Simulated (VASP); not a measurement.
Output of a VASP run:

**OSZICAR**
```
...
       N       E                     dE             d eps       ncg     rms          rms(c)
DAV:   1    -0.566700236554E+03    0.13994E-03   -0.13476E-01   474   0.911E-01    0.850E-02
RMM:   2    -0.566700472087E+03   -0.23553E-03   -0.26030E-03   458   0.121E-01    0.375E-02
RMM:   3    -0.566700485692E+03   -0.13605E-04   -0.24693E-04   458   0.380E-02    0.319E-02
RMM:   4    -0.566700476826E+03    0.88658E-05   -0.50087E-05   355   0.145E-02
  44 F= -.56670048E+03 E0= -.56666219E+03  d E =-.828548E-03
       N       E                     dE             d eps       ncg     rms          rms(c)
DAV:   1    -0.566700707482E+03   -0.22179E-03   -0.25330E-01   458   0.126E+00    0.115E-01
RMM:   2    -0.566701132761E+03   -0.42528E-03   -0.47041E-03   458   0.163E-01    0.579E-02
RMM:   3    -0.566701146465E+03   -0.13704E-04   -0.46969E-04   458   0.519E-02    0.468E-02
RMM:   4    -0.566701122804E+03    0.23661E-04   -0.91265E-05   431   0.195E-02    0.223E-02
RMM:   5    -0.566701117375E+03    0.54295E-05   -0.42335E-05   364   0.142E-02
  45 F= -.56670112E+03 E0= -.56666288E+03  d E =-.640549E-03
       N       E                     dE             d eps       ncg     rms          rms(c)
DAV:   1    -0.566700602101E+03    0.52070E-03   -0.42750E-01   458   0.163E+00    0.149E-01
RMM:   2    -0.566701339139E+03   -0.73704E-03   -0.81148E-03   458   0.215E-01    0.706E-02
RMM:   3    -0.566701372846E+03   -0.33707E-04   -0.79250E-04   458   0.678E-02    0.595E-02
RMM:   4    -0.566701336318E+03    0.36528E-04   -0.15554E-04   478   0.254E-02    0.287E-02
RMM:   5    -0.566701326855E+03    0.94633E-05   -0.72951E-05   427   0.188E-02
  46 F= -.56670133E+03 E0= -.56666313E+03  d E =-.850029E-03
       N       E                     dE             d eps       ncg     rms          rms(c)
DAV:   1    -0.566701444394E+03   -0.10808E-03   -0.20918E-01   458   0.114E+00    0.920E-02
RMM:   2    -0.566701807315E+03   -0.36292E-03   -0.39510E-03   458   0.149E-01    0.468E-02
RMM:   3    -0.566701825265E+03   -0.17950E-04   -0.37117E-04   459   0.466E-02    0.385E-02
RMM:   4    -0.566701811753E+03    0.13512E-04   -0.70614E-05   392   0.173E-02    0.201E-02
RMM:   5    -0.566701807400E+03    0.43530E-05   -0.34054E-05   314   0.129E-02
  47 F= -.56670181E+03 E0= -.56666364E+03  d E =-.480546E-03
       N       E                     dE             d eps       ncg     rms          rms(c)
DAV:   1    -0.566701348922E+03    0.46283E-03   -0.40880E-01   458   0.159E+00    0.128E-01
RMM:   2    -0.566702059212E+03   -0.71029E-03   -0.76883E-03   458   0.208E-01    0.667E-02
RMM:   3    -0.566702090455E+03   -0.31243E-04   -0.71948E-04   459   0.649E-02    0.539E-02
RMM:   4    -0.566702062911E+03    0.27544E-04   -0.13477E-04   467   0.241E-02    0.279E-02
RMM:   5    -0.566702053651E+03    0.92598E-05   -0.67170E-05   425   0.182E-02
  48 F= -.56670205E+03 E0= -.56666390E+03  d E =-.726796E-03
       N       E                     dE             d eps       ncg     rms          rms(c)
DAV:   1    -0.566702272255E+03   -0.20934E-03   -0.84060E-02   500   0.725E-01    0.791E-02
RMM:   2    -0.566702415809E+03   -0.14355E-03   -0.16658E-03   458   0.977E-02    0.317E-02
RMM:   3    -0.566702421500E+03   -0.56915E-05   -0.15905E-04   458   0.309E-02    0.281E-02
RMM:   4    -0.566702413062E+03    0.84379E-05   -0.32712E-05   310   0.120E-02
  49 F= -.56670241E+03 E0= -.56666424E+03  d E =-.359411E-03
```

**OUTCAR**
```
------------------------ aborting loop because EDIFF is reached ----------------------------------------
  FORCE on cell =-STRESS in cart. coord.  units (eV):
  Direction    XX          YY          ZZ          XY          YZ          ZX
  --------------------------------------------------------------------------------------
  Total      -37.9155977    -37.8807540    -38.0172753      0.5551251     -0.2591628     -0.4155499
  in kB      -63.7039089    -63.6453662    -63.8747426      0.9326936     -0.4354326     -0.6981864
  external PRESSURE =     -63.7413392 kB  Pullay stress =       0.0000000 kB
  volume of cell :      953.59
      direct lattice vectors                 reciprocal lattice vectors
     5.005566415 -8.669895594  0.000000000     0.099888796 -0.057670821  0.000000000
     5.005566415  8.669895594  0.000000000     0.099888796  0.057670821  0.000000000
     0.000000000  0.000000000 10.986650669     0.000000000  0.000000000  0.091019550
 POSITION                                       TOTAL-FORCE (eV/Angst)
 -----------------------------------------------------------------------------------
      1.19834      2.05331      1.82626         0.003421      0.007053      0.021684
      2.61750     -0.01178     10.97590        -0.004985     -0.004593      0.012616
      6.13050      6.59778      3.64092         0.006593     -0.008072      0.002504
      1.19006      2.01483      7.33306        -0.007918     -0.006762      0.000059
      2.61387     -0.03605      5.47795        -0.006286      0.011644     -0.005356
      6.18107      6.61276      9.14054         0.008059     -0.004412      0.010518
      8.68148     -2.29462      1.80104         0.010714     -0.003003     -0.004365
      5.16763      4.31378     10.97942         0.008197      0.003596     -0.007842
      3.70192      2.25946      3.66304        -0.000469     -0.004062     -0.004787
      8.68636     -2.26653      7.30409         0.011673      0.000530      0.000850
      5.13272      4.32619      5.49691        -0.004937     -0.003397     -0.001391
      3.70103      2.26117      9.15635         0.000284     -0.000648      0.000044
      3.60677     -2.28967      1.82926         0.010816      0.003336      0.006508
      5.13176     -4.31944      0.02125        -0.010285     -0.008741     -0.001232
      3.73634     -6.34435      3.68410         0.002203     -0.008638     -0.014234
      3.69207     -2.28957      7.31485        -0.009166      0.001709     -0.006962
      5.15794     -4.33290      5.52492         0.007478     -0.002684      0.005219
      3.69778     -6.37814      9.17123        -0.003643     -0.009590     -0.013212
      6.23369      2.05565      1.84831        -0.010132      0.015879      0.010854
      7.64675     -0.00428      0.01153         0.001011      0.012142     -0.002047
      6.21132      2.06576      7.33656         0.007944      0.003988     -0.003323
      7.68895      0.06798      5.49786        -0.006228     -0.004387     -0.004775
      6.18870     -2.04585      9.15661        -0.001105      0.001828     -0.000595
      1.68173      0.66531      1.13468        -0.007749      0.016348     -0.004191
      3.55472      1.08952      4.78164        -0.001330      0.001325     -0.006398
      2.11263     -2.54039      2.42984        -0.006009     -0.006887      0.005143
      3.55977     -1.15084      0.66426         0.006292      0.007374     -0.003687
      1.65121     -0.70399      4.34545        -0.004901     -0.005953      0.010574
      2.27316      2.53950      2.94490         0.017593     -0.002129     -0.012719
      1.68037      0.62776      6.63850         0.002497      0.004797     -0.005996
      3.57976      1.09833     10.28671         0.007663     -0.004965      0.003991
      2.23882     -2.52033      8.00078        -0.002316     -0.015458      0.005080
      3.58644     -1.15189      6.15466        -0.017288      0.004462     -0.002622
      1.65335     -0.67309      9.84491         0.008221      0.001463     -0.006072
      2.26195      2.51958      8.44898        -0.011472     -0.002891      0.004094
      4.24431      5.00915      1.13380        -0.015471     -0.013777     -0.001734
      6.08492      5.42790      4.77430        -0.000538     -0.000905      0.005352
      4.78936      1.80072      2.54551         0.002714      0.004429      0.006855
      6.12249      3.19579      0.68830        -0.005514      0.003218      0.008816
      4.17524      3.63727      4.37881        -0.012165     -0.008640      0.010036
      4.64248      6.84995      3.02639        -0.003225      0.006962     -0.002160
      4.18931      5.01767      6.62620        -0.000877     -0.007318     -0.001993
      6.10223      5.43198     10.25807        -0.009416      0.006797      0.000220
      4.76882      1.78653      8.02564         0.005120     -0.011139     -0.006096
      6.09071      3.21266      6.18989         0.000968      0.011466      0.006389
      4.19445      3.63750      9.86361         0.005072      0.004045     -0.001404
      4.74001      6.88256      8.44408         0.013951      0.007544      0.003369
      4.19198     -3.65734      1.17598        -0.006151      0.001174      0.002537
      6.19270     -3.19294      4.98338         0.006541      0.006417     -0.008888
      4.77314     -6.88661      2.54978         0.003157     -0.000517     -0.002482
      6.07778     -5.45391      0.69704         0.006125     -0.004006     -0.002203
      4.25966     -4.93036      4.30154        -0.005107      0.003589      0.006589
      4.52401     -1.74819      3.06744         0.007958     -0.005565      0.001860
      4.16920     -3.69642      6.65399        -0.004493     -0.012107      0.010000
      6.07001     -3.20543     10.29074         0.001655     -0.004008      0.009094
      4.75843     -6.90209      8.05291         0.002228      0.012906      0.002153
...
```
(Selected blocks of OUTCAR.)

**POSCAR**
```
GeO48Si23
1
    5.0055664148    -8.6698955938     0.0000000000
    5.0055664148     8.6698955938     0.0000000000
    0.0000000000     0.0000000000    10.9866506686
Si O Ge
23 48 1
Direct
  0.0000000000   0.2348500000   0.1666660000
  0.2651500000   0.2651500000   0.0000000000
  0.2348500000   0.0000000000   0.3333340000
  0.0000000000   0.2348500000   0.6666660000
  0.2651500000   0.2651500000   0.5000000000
  0.2348500000   0.0000000000   0.8333340000
  0.0000000000   0.7348500000   0.1666660000
  0.2651500000   0.7651500000   0.0000000000
  0.2348500000   0.5000000000   0.3333340000
  0.0000000000   0.7348500000   0.6666660000
  0.2651500000   0.7651500000   0.5000000000
  0.2348500000   0.5000000000   0.8333340000
  0.4944210000   0.2305530000   0.1700140000
  0.7651500000   0.2651500000   0.0000000000
  0.7348500000   1.0000000000   0.3333340000
  0.5000000000   0.2348500000   0.6666660000
  0.7662840000   0.2639840000   0.5020230000
  0.7348500000   1.0000000000   0.8333340000
  0.5000000000   0.7348500000   0.1666660000
  0.7651500000   0.7651500000   0.0000000000
  0.5000000000   0.7348500000   0.6666660000
  0.7703770000   0.7698530000   0.5003460000
  0.7348500000   0.5000000000   0.8333340000
  0.1334500000   0.2067500000   0.1071160000
  0.2932500000   0.4267000000   0.4404500000
  0.3665500000   0.0733000000   0.2262160000
  0.4267000000   0.2932500000   0.0595500000
  0.2067500000   0.1334500000   0.3928840000
  0.0733000000   0.3665500000   0.2737840000
  0.1334500000   0.2067500000   0.6071170000
  0.2932500000   0.4267000000   0.9404500000
  0.3665500000   0.0733000000   0.7262160000
  0.4267000000   0.2932500000   0.5595500000
  0.2067500000   0.1334500000   0.8928840000
  0.0733000000   0.3665500000   0.7737840000
  0.1334500000   0.7067500000   0.1071160000
  0.2932500000   0.9267000000   0.4404500000
  0.3665500000   0.5733000000   0.2262160000
  0.4267000000   0.7932500000   0.0595500000
  0.2067500000   0.6334500000   0.3928840000
  0.0733000000   0.8665500000   0.2737840000
  0.1334500000   0.7067500000   0.6071170000
  0.2932500000   0.9267000000   0.9404500000
  0.3665500000   0.5733000000   0.7262160000
  0.4267000000   0.7932500000   0.5595500000
  0.2067500000   0.6334500000   0.8928840000
  0.0733000000   0.8665500000   0.7737840000
  0.6334500000   0.2067500000   0.1071160000
  0.7978620000   0.4307570000   0.4394490000
  0.8665500000   0.0733000000   0.2262160000
  0.9267000000   0.2932500000   0.0595500000
  0.7067500000   0.1334500000   0.3928840000
  0.5673020000   0.3629230000   0.2764800000
  0.6334500000   0.2067500000   0.6071170000
  0.7932500000   0.4267000000   0.9404500000
  0.8665500000   0.0733000000   0.7262160000
  0.9267000000   0.2932500000   0.5595500000
  0.7067500000   0.1334500000   0.8928840000
  0.5733000000   0.3665500000   0.7737840000
  0.6334500000   0.7067500000   0.1071160000
  0.7932500000   0.9267000000   0.4404500000
  0.8676370000   0.5788980000   0.2296720000
  0.9267000000   0.7932500000   0.0595500000
  0.7048540000   0.6310090000   0.3903960000
  0.5733000000   0.8665500000   0.2737840000
  0.6334500000   0.7067500000   0.6071170000
  0.7932500000   0.9267000000   0.9404500000
  0.8665500000   0.5733000000   0.7262160000
  0.9267000000   0.7932500000   0.5595500000
  0.7067500000   0.6334500000   0.8928840000
  0.5733000000   0.8665500000   0.7737840000
  0.7384210000   0.5064940000   0.3289900000
```

### Question
Write an INCAR and KPOINTS that could have produced this output.

### Answer
Several could match; the one computed here: the input of the run itself, PBE GGA, plane waves, VASP's PBE PAW potentials (set 64).

INCAR:
```
ALGO=Fast
EDIFF=1E-5
EDIFFG=-0.03
ENCUT=400
GGA=PE
IBRION=2
ISIF=2
ISMEAR=0
ISYM=0
LASPH=T
LCHARG=F
LMAXMIX=4
LREAL=Auto
LWAVE=F
NELECT=382.0
NELM=100
NELMIN=4
NSW=60
PREC=Normal
SIGMA=0.05
SYSTEM=GeO48Si23
```

KPOINTS:
```
Automatic mesh
0
Gamma
1 1 1
0 0 0
```

POTCAR, in this order: Si O Ge (PBE.64 set). Program: vasp_gam.

At this cut-off the stress carries a Pulay error, which pulls relaxed volumes low. The cell is charged, with a uniform compensating background. The supercell is sampled at Γ alone, which is coarse: total energies, pressure and levels can be off, energies of defects by several tenths of an eV.

The cell is a supercell with a defect, built from SiO2 (quartz): Ge_Si, charge +2. The run is not spin-polarised, so no state with unpaired spins was tried.
